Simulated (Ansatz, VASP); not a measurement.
Two plane-wave programs on SiB6

```
Si B
1.0
     4.13336    0.00000    0.00000
     0.00000    4.13336    0.00000
     0.00000    0.00000    4.13336
Si B
1 6
Direct
  0.00000 0.00000 0.00000
  0.79976 0.50000 0.50000
  0.20024 0.50000 0.50000
  0.50000 0.79976 0.50000
  0.50000 0.20024 0.50000
  0.50000 0.50000 0.79976
  0.50000 0.50000 0.20024
```

Alike in both runs: functional PBE; k mesh 4 × 4 × 4; occupations gaussian, width 0.2 eV; no spin polarisation.

Ansatz relaxed the structure, and its values are those at the end. VASP's run is a single point on that final structure, the one shown.

```csv
,VASP,Ansatz
version,VASP 6.6.1,Ansatz 0.2.0
potentials or method,"VASP PAW PBE potentials, release 64 (Si, B)","scalar-relativistic, plane waves, PAW"
plane-wave cutoff (eV),520,420
valence electrons in the cell,22,22
```

Ansatz gave:

| Property | Result |
| --- | --- |
| gap on the k mesh at the Fermi level (eV) | 0.07 |
| least direct gap on the mesh (eV) | 0.68 |
| pressure (GPa) | 0.1 |
| rms of the force components (eV/Å) | 0.002 |

Question: Which values does VASP return?

Answer: gap on the k mesh at the Fermi level (eV): 0.07; least direct gap on the mesh (eV): 0.68; pressure (GPa): 0.1; rms of the force components (eV/Å): 0.007.
